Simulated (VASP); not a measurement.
Shape and ions are relaxed at each volume.

Given:

Tl is modelled in the hexagonal space group P6₃/mmc (No. 194), the hcp (Mg type) structure, Pearson symbol hP2. Cell: a = b = 3.7217 Å, c = 5.6344 Å, α = β = 90.00°, γ = 120.00°. Tl on 2c sees 6 Tl at 3.543 Å and 6 Tl at 3.722 Å (anticuboctahedral). (Neighbours: up to the widest gap in distance over summed covalent radii, below 1.35, at either atom.)

Method: RPBE GGA, VASP's PBE PAW potentials (set 64) (plane waves; VASP). Run with 520 eV cut-off, 12×12×7 Γ-centred mesh, first-order Methfessel-Paxton smearing of 0.10 eV, potentials Tl_d.

### Question
Give the energy at these volumes per atom, relative to the lowest: 31.52, 32.53, 33.54, 34.54, 35.55 Å³.

### Answer
10.7, 3.0, 0.0, 0.8, 4.8 meV/atom. A third-order Birch-Murnaghan fit gives B0 = 19.4 GPa and B0′ = 6.0.

Measured: bulk modulus 37.4 GPa at 0 K (computed value off by -48.3 %), as given by K. Lejaeghere et al., Critical reviews in solid state and materials sciences/CRC critical reviews in solid state and materials sciences (2013), arXiv:1204.2733 [extrapolated to 0 K and zero-point effects removed (source: thermally corrected experimental values)].

The compound is Tl in the hcp structure. It was relaxed first, which changed the volume by +18 %.
